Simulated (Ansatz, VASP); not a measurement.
One calculation of Si4W2Cl, two programs

```
CELL_PARAMETERS angstrom
3.22929 0.00000 0.00000
0.00000 3.22929 0.00000
0.00000 0.00000 21.93730
ATOMIC_POSITIONS crystal
Si 0.00000 0.00000 0.18234
Si 0.00000 0.00000 0.30099
Si 0.50000 0.50000 0.35901
Si 0.50000 0.50000 0.47578
W 0.50000 0.50000 0.24166
W 0.00000 0.00000 0.41784
Cl 0.00000 0.00000 0.54729
```

Alike in both runs: functional PBE; k mesh 8 × 8 × 1; occupations gaussian, width 0.1 eV; no spin polarisation.

Ansatz relaxed the structure, and its values are those at the end. VASP's run is a single point on that final structure, the one shown.

```csv
,VASP,Ansatz
version,VASP 6.6.1,Ansatz 0.2.0
potentials or method,"VASP PAW PBE potentials, release 64 (Si, W_sv, Cl)","scalar-relativistic, plane waves, PAW"
plane-wave cutoff (eV),520,420
valence electrons in the cell,51,51
```

|  | VASP | Ansatz | Ansatz less VASP |
| --- | --- | --- | --- |
| gap on the k mesh at the Fermi level (eV) | none | none | - |
| rms of the force components (eV/Å) | 0.200 | 0.201 | +0.0007 |

A gap of «none» marks a metal or a gap that the smearing closes. The functional is the same, so the differences come from potentials, cutoffs and numerics.

Caveats: an odd number of electrons without spin polarisation forces a metal; a magnetic or distorted state may lie lower. Spin-orbit coupling is left out, which matters for the levels of W.
